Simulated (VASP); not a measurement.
All values below come from PBE GGA, VASP's PBE PAW potentials (set 64) (plane waves; VASP).

VASP ran on this input.

INCAR:
```
SYSTEM = Ti3Be
PREC = Accurate; ENCUT = 300; LREAL = .FALSE.
LASPH = .TRUE.
EDIFF = 1E-6; NELM = 100; ALGO = Normal
LMAXMIX = 4
ISMEAR = -1; SIGMA = 0.1
GGA = PE
ISIF = 2
LWAVE = .FALSE.; LCHARG = .FALSE.
```

File POSCAR:
```
Ti3Be
4.0128240
  1.0000000000   0.0000000000   0.0000000000
  0.0000000000   1.0000000000   0.0000000000
  0.0000000000   0.0000000000   1.0000000000
Ti Be
3 1
Cartesian
  0.0000000000   0.5000000000   0.5000000000
  0.5000000000   0.5000000000   0.0000000000
  0.5000000000   0.0000000000   0.5000000000
  0.0000000000   0.0000000000   0.0000000000
```

KPOINTS:
```
Automatic mesh
0
Gamma
6 6 6
0 0 0
```

POTCAR, in this order: Ti_sv Be (PBE.64 set). Program: vasp_std.

The run wrote:

**OSZICAR**
```
       N       E                     dE             d eps       ncg     rms          rms(c)
DAV:   1     0.351884958045E+03    0.35188E+03   -0.15749E+04   920   0.142E+03
DAV:   2     0.180174217102E+02   -0.33387E+03   -0.33082E+03   934   0.461E+02
DAV:   3    -0.270331338025E+02   -0.45051E+02   -0.44535E+02  1768   0.143E+02
DAV:   4    -0.313957589567E+02   -0.43626E+01   -0.43324E+01  1256   0.367E+01
DAV:   5    -0.316580709405E+02   -0.26231E+00   -0.26207E+00  1459   0.872E+00    0.148E+01
DAV:   6    -0.271551413807E+02    0.45029E+01   -0.28928E+01  1165   0.423E+01    0.351E+00
DAV:   7    -0.272091273716E+02   -0.53986E-01   -0.13419E+00  1254   0.742E+00    0.262E+00
DAV:   8    -0.272167181617E+02   -0.75908E-02   -0.21680E-01  1210   0.343E+00    0.448E-01
DAV:   9    -0.272150002321E+02    0.17179E-02   -0.45942E-02  1246   0.155E+00    0.317E-01
DAV:  10    -0.272149362203E+02    0.64012E-04   -0.61790E-03  1371   0.695E-01    0.312E-02
DAV:  11    -0.272149353682E+02    0.85212E-06   -0.17976E-04  1382   0.116E-01    0.159E-02
DAV:  12    -0.272149210406E+02    0.14328E-04   -0.26896E-05  1260   0.391E-02    0.299E-03
DAV:  13    -0.272149213312E+02   -0.29059E-06   -0.10759E-06   881   0.885E-03
   1 F= -.27214921E+02 E0= -.27137876E+02  d E =-.154092E+00
```

OUTCAR:
```
------------------------ aborting loop because EDIFF is reached ----------------------------------------
  FORCE on cell =-STRESS in cart. coord.  units (eV):
  Direction    XX          YY          ZZ          XY          YZ          ZX
  --------------------------------------------------------------------------------------
  Total       -3.0237484     -3.0237484     -3.0237484     -0.0000000      0.0000000     -0.0000000
  in kB      -74.9731751    -74.9731751    -74.9731751     -0.0000000      0.0000000     -0.0000000
  external PRESSURE =     -74.9731751 kB  Pullay stress =       0.0000000 kB
  volume of cell :       64.62
      direct lattice vectors                 reciprocal lattice vectors
     4.012824000  0.000000000  0.000000000     0.249201061  0.000000000  0.000000000
     0.000000000  4.012824000  0.000000000     0.000000000  0.249201061  0.000000000
     0.000000000  0.000000000  4.012824000     0.000000000  0.000000000  0.249201061
 POSITION                                       TOTAL-FORCE (eV/Angst)
 -----------------------------------------------------------------------------------
      0.00000      2.00641      2.00641         0.000000      0.000000      0.000000
      2.00641      2.00641      0.00000         0.000000      0.000000      0.000000
      2.00641      0.00000      2.00641         0.000000      0.000000      0.000000
      0.00000      0.00000      0.00000         0.000000      0.000000      0.000000
 -----------------------------------------------------------------------------------
    total drift:                                0.000000     -0.000000     -0.000000
  FREE ENERGIE OF THE ION-ELECTRON SYSTEM (eV)
  ---------------------------------------------------
  free  energy   TOTEN  =       -27.2149213312 eV

  energy  without entropy=      -27.0608297107  energy(sigma->0) =      -27.13787552
```
(Selected blocks of OUTCAR.)

At this cut-off the stress carries a Pulay error, which pulls relaxed volumes low.

The structure was generated: Ti3Be was put into an ordered model structure, which need not be its known phase. The cell was not relaxed at this level.
